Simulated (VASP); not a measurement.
```
CELL_PARAMETERS angstrom
      4.31788     0.00000     0.00000
      0.00000     4.31788     0.00000
      0.00000     0.00000     4.31788
ATOMIC_POSITIONS crystal
  Cu 0.75000 0.25000 0.75000
  Cu 0.25000 0.75000 0.75000
  Cu 0.75000 0.75000 0.25000
  Cu 0.25000 0.25000 0.25000
  O  0.00000 0.00000 0.00000
  O  0.50000 0.50000 0.50000
```

Method: PBE GGA with D3 dispersion (zero damping), VASP's PBE PAW potentials (set 64) (plane waves; VASP 6.6.1). Run with 520 eV cut-off, 5×5×5 Γ-centred mesh, Gaussian smearing of 0.050 eV, potentials Cu O.

Give the stress tensor in GPa (positive for a compressed cell).

```
-3.31   0.00   0.00
 0.00  -3.31   0.00
 0.00   0.00  -3.31
```
The pressure is its mean diagonal, -3.31 GPa.

The compound is Cu2O in the cuprite structure. This cell is one point of a volume scan, at 1.03 of the reference volume.
